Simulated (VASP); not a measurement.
Calculation: LDA (Ceperley-Alder, Perdew-Zunger), VASP's LDA PAW potentials (set 64) (plane waves; VASP 6.6.1).

Input for VASP

### POSCAR
```
PtSe2
1
    3.7564789459     0.0000000000     0.0000000000
   -1.8782394729     3.2532064448    -0.0000000000
    0.0000000000    -0.0000000000     4.7958883178
Pt Se
1 2
Direct
  0.0000000000   0.0000000000   0.0000000000
  0.3333330000   0.6666670000   0.2596318913
  0.6666670000   0.3333330000   0.7403681087
```

**KPOINTS**
```
Automatic mesh
0
Gamma
9 9 6
0 0 0
```

INCAR:
```
SYSTEM = PtSe2
PREC = Accurate
ENCUT = 480
EDIFF = 1E-6
NELM = 100
ALGO = Normal
LREAL = .FALSE.
LASPH = .TRUE.
ISMEAR = 1
SIGMA = 0.1
LMAXMIX = 6
LWAVE = .FALSE.
LCHARG = .FALSE.
IBRION = 2
ISIF = 3
NSW = 60
EDIFFG = -0.02
```

POTCAR, in this order: Pt Se (LDA.64 set). Program: vasp_std.

The run wrote:

### OSZICAR
```
       N       E                     dE             d eps       ncg     rms          rms(c)
DAV:   1     0.108948667131E+03    0.10895E+03   -0.98266E+03  1900   0.121E+03
DAV:   2    -0.132562232636E+02   -0.12220E+03   -0.11966E+03  2392   0.234E+02
DAV:   3    -0.178662084227E+02   -0.46100E+01   -0.45803E+01  2252   0.481E+01
DAV:   4    -0.179017002262E+02   -0.35492E-01   -0.35427E-01  2280   0.456E+00
DAV:   5    -0.179020725002E+02   -0.37227E-03   -0.37226E-03  2330   0.440E-01    0.134E+01
DAV:   6    -0.173202182984E+02    0.58185E+00   -0.49800E+00  1881   0.217E+01    0.807E+00
DAV:   7    -0.171199645531E+02    0.20025E+00   -0.93795E-01  1909   0.105E+01    0.394E+00
DAV:   8    -0.170887952214E+02    0.31169E-01   -0.68640E-02  2021   0.200E+00    0.840E-01
DAV:   9    -0.170853259991E+02    0.34692E-02   -0.87340E-03  2098   0.960E-01    0.206E-01
DAV:  10    -0.170853479866E+02   -0.21988E-04   -0.11170E-03  2140   0.277E-01    0.447E-02
DAV:  11    -0.170853385732E+02    0.94135E-05   -0.96184E-05  2161   0.103E-01    0.198E-02
DAV:  12    -0.170853355374E+02    0.30358E-05   -0.12667E-05  2063   0.357E-02    0.279E-03
DAV:  13    -0.170853355795E+02   -0.42096E-07   -0.76053E-07  1077   0.677E-03
   1 F= -.17085336E+02 E0= -.17085180E+02  d E =-.170853E+02
       N       E                     dE             d eps       ncg     rms          rms(c)
DAV:   1    -0.170891329415E+02   -0.37974E-02   -0.14668E-01  1860   0.264E+00    0.205E-01
DAV:   2    -0.170884577359E+02    0.67521E-03   -0.65625E-03  2273   0.585E-01    0.978E-02
DAV:   3    -0.170882487093E+02    0.20903E-03   -0.48563E-04  2086   0.154E-01    0.473E-02
DAV:   4    -0.170882169190E+02    0.31790E-04   -0.12651E-04  2210   0.105E-01    0.277E-02
DAV:   5    -0.170882140050E+02    0.29141E-05   -0.10382E-05  2168   0.294E-02    0.133E-02
DAV:   6    -0.170882139532E+02    0.51778E-07   -0.13855E-06  1168   0.899E-03
   2 F= -.17088214E+02 E0= -.17088139E+02  d E =-.287837E-02
       N       E                     dE             d eps       ncg     rms          rms(c)
DAV:   1    -0.170903728503E+02   -0.21588E-02   -0.17036E-01  1860   0.284E+00    0.219E-01
DAV:   2    -0.170895936781E+02    0.77917E-03   -0.76282E-03  2294   0.627E-01    0.106E-01
DAV:   3    -0.170893532234E+02    0.24045E-03   -0.56265E-04  2093   0.163E-01    0.493E-02
DAV:   4    -0.170893189136E+02    0.34310E-04   -0.13700E-04  2210   0.108E-01    0.292E-02
DAV:   5    -0.170893158512E+02    0.30624E-05   -0.11337E-05  2126   0.310E-02    0.140E-02
DAV:   6    -0.170893158086E+02    0.42643E-07   -0.15270E-06  1168   0.942E-03
   3 F= -.17089316E+02 E0= -.17089346E+02  d E =-.398023E-02
       N       E                     dE             d eps       ncg     rms          rms(c)
DAV:   1    -0.171014889586E+02   -0.12173E-01   -0.24608E-01  1874   0.450E+00    0.700E-01
DAV:   2    -0.170917616946E+02    0.97273E-02   -0.54136E-02  1937   0.252E+00    0.395E-01
DAV:   3    -0.170895949859E+02    0.21667E-02   -0.50152E-03  2035   0.789E-01    0.142E-01
DAV:   4    -0.170891922458E+02    0.40274E-03   -0.25219E-03  1930   0.286E-01    0.550E-02
DAV:   5    -0.170891833966E+02    0.88492E-05   -0.74153E-05  2091   0.829E-02    0.416E-02
DAV:   6    -0.170891859069E+02   -0.25103E-05   -0.17351E-05  2182   0.345E-02    0.421E-03
DAV:   7    -0.170891858013E+02    0.10558E-06   -0.74990E-07  1105   0.819E-03
   4 F= -.17089186E+02 E0= -.17089257E+02  d E =0.130007E-03
       N       E                     dE             d eps       ncg     rms          rms(c)
DAV:   1    -0.170932765490E+02   -0.40906E-02   -0.72776E-02  1874   0.244E+00    0.381E-01
DAV:   2    -0.170904207310E+02    0.28558E-02   -0.16357E-02  1923   0.140E+00    0.228E-01
DAV:   3    -0.170897386815E+02    0.68205E-03   -0.15676E-03  2021   0.441E-01    0.849E-02
DAV:   4    -0.170896170135E+02    0.12167E-03   -0.79328E-04  1902   0.158E-01    0.304E-02
DAV:   5    -0.170896136059E+02    0.34076E-05   -0.30395E-05  2028   0.521E-02    0.233E-02
DAV:   6    -0.170896140215E+02   -0.41557E-06   -0.65089E-06  2140   0.228E-02
   5 F= -.17089614E+02 E0= -.17089662E+02  d E =-.298213E-03
       N       E                     dE             d eps       ncg     rms          rms(c)
DAV:   1    -0.170912876499E+02   -0.16740E-02   -0.79227E-02  1860   0.203E+00    0.228E-01
DAV:   2    -0.170903376274E+02    0.95002E-03   -0.66774E-03  1923   0.824E-01    0.117E-01
DAV:   3    -0.170901097580E+02    0.22787E-03   -0.51267E-04  2210   0.247E-01    0.470E-02
DAV:   4    -0.170900488011E+02    0.60957E-04   -0.33139E-04  1951   0.114E-01    0.192E-02
DAV:   5    -0.170900481164E+02    0.68466E-06   -0.18281E-05  2021   0.326E-02    0.106E-02
DAV:   6    -0.170900478371E+02    0.27936E-06   -0.19551E-06  1425   0.143E-02
   6 F= -.17090048E+02 E0= -.17090114E+02  d E =-.433816E-03
       N       E                     dE             d eps       ncg     rms          rms(c)
DAV:   1    -0.170932106811E+02   -0.31626E-02   -0.18249E-01  1860   0.308E+00    0.344E-01
DAV:   2    -0.170910242552E+02    0.21864E-02   -0.15241E-02  1923   0.124E+00    0.174E-01
DAV:   3    -0.170905145886E+02    0.50967E-03   -0.11428E-03  2210   0.367E-01    0.707E-02
DAV:   4    -0.170903764038E+02    0.13818E-03   -0.74874E-04  1958   0.172E-01    0.288E-02
DAV:   5    -0.170903748518E+02    0.15520E-05   -0.41065E-05  2028   0.487E-02    0.160E-02
DAV:   6    -0.170903742927E+02    0.55913E-06   -0.44777E-06  2109   0.212E-02
   7 F= -.17090374E+02 E0= -.17090467E+02  d E =-.760271E-03
```

OUTCAR:
```
------------------------ aborting loop because EDIFF is reached ----------------------------------------
  FORCE on cell =-STRESS in cart. coord.  units (eV):
  Direction    XX          YY          ZZ          XY          YZ          ZX
  --------------------------------------------------------------------------------------
  Total        0.0285084      0.0285084     -0.0135203      0.0000000      0.0000000      0.0000000
  in kB        0.7897513      0.7897514     -0.3745431      0.0000000      0.0000000      0.0000000
  external PRESSURE =       0.4016532 kB  Pullay stress =       0.0000000 kB
  volume of cell :       57.84
      direct lattice vectors                 reciprocal lattice vectors
     3.741768624 -0.000000000 -0.000000000     0.267253297  0.154298751  0.000000000
    -1.870884312  3.240466929  0.000000000     0.000000000  0.308597502  0.000000000
    -0.000000000 -0.000000000  4.769898558     0.000000000 -0.000000000  0.209648064
 POSITION                                       TOTAL-FORCE (eV/Angst)
 -----------------------------------------------------------------------------------
      0.00000      0.00000      0.00000         0.000000      0.000000      0.000000
     -0.00000      2.16031      1.26484        -0.000000     -0.000000      0.001412
      1.87089      1.08015      3.50506         0.000000      0.000000     -0.001412
 -----------------------------------------------------------------------------------
    total drift:                                0.000000     -0.000000      0.000000
  FREE ENERGIE OF THE ION-ELECTRON SYSTEM (eV)
  ---------------------------------------------------
  free  energy   TOTEN  =       -17.0903742927 eV

  energy  without entropy=      -17.0906518444  energy(sigma->0) =      -17.09046681

 reached required accuracy - stopping structural energy minimisation
```
(Selected blocks of OUTCAR.)

CONTCAR:
```
PtSe2
   1.00000000000000
     3.7417686238555676   -0.0000000000002273   -0.0000000000000000
    -1.8708843118781766    3.2404669292774022    0.0000000000000000
    -0.0000000000000000   -0.0000000000000000    4.7698985575874495
  Pt              Se
     1     2
Direct
     0.0000000000000000    0.0000000000000000    0.0000000000000000
     0.3333330000000032    0.6666669999999968    0.2651717397423324
     0.6666669999999968    0.3333330000000032    0.7348282602576677
```

**OUTCAR**
```
 val. band max:        7.0271704085   @ k =   0.3333   0.3333   0.0000

 cond. band min:       7.0711833676   @ k =  -0.1111   0.4444   0.1667


 Fermi energy:         7.0672210345

 k-point     1 :       0.0000    0.0000    0.0000
  band No.  band energies     occupation
      1      -8.8411      2.00000
      2      -5.5589      2.00000
      3      -0.2686      2.00000
      4       0.6046      2.00000
      5       0.6046      2.00000
      6       3.1436      2.00000
      7       3.1436      2.00000
      8       4.5630      2.00000
      9       6.0439      2.00000
     10       6.0439      2.00000
     11       7.9119     -0.00000
     12       8.1640     -0.00000
     13       8.1641     -0.00000
     14      10.2359      0.00000
     15      11.2358      0.00000

 k-point     2 :       0.1111   -0.0000    0.0000
  band No.  band energies     occupation
      1      -8.7029      2.00000
      2      -5.6463      2.00000
      3      -0.0983      2.00000
      4       0.6942      2.00000
      5       0.7462      2.00000
      6       2.9455      2.00000
      7       3.0492      2.00000
      8       4.2545      2.00000
      9       5.5301      2.00000
     10       5.8208      2.00000
     11       6.9875      1.97842
     12       8.3484     -0.00000
     13       8.6515     -0.00000
     14      11.0896      0.00000
     15      12.0087      0.00000

 k-point     3 :       0.2222    0.0000    0.0000
  band No.  band energies     occupation
      1      -8.3109      2.00000
      2      -5.8734      2.00000
      3       0.3692      2.00000
      4       0.9304      2.00000
      5       1.1107      2.00000
      6       2.1395      2.00000
      7       2.8714      2.00000
      8       3.6661      2.00000
      9       5.0106      2.00000
     10       5.2486      2.00000
     11       5.9331      2.00000
     12       8.7256     -0.00000
     13       8.8083     -0.00000
     14      11.9442      0.00000
     15      12.9905      0.00000
...
```

Unless said otherwise, spin-orbit coupling is left out, though it shifts the bands of the heavy elements here.

The compound is PtSe2 in the 1T layered structure. This run relaxes it. Symmetry was kept, so distortions that lower it aren't found. The start is the result of an earlier pass.
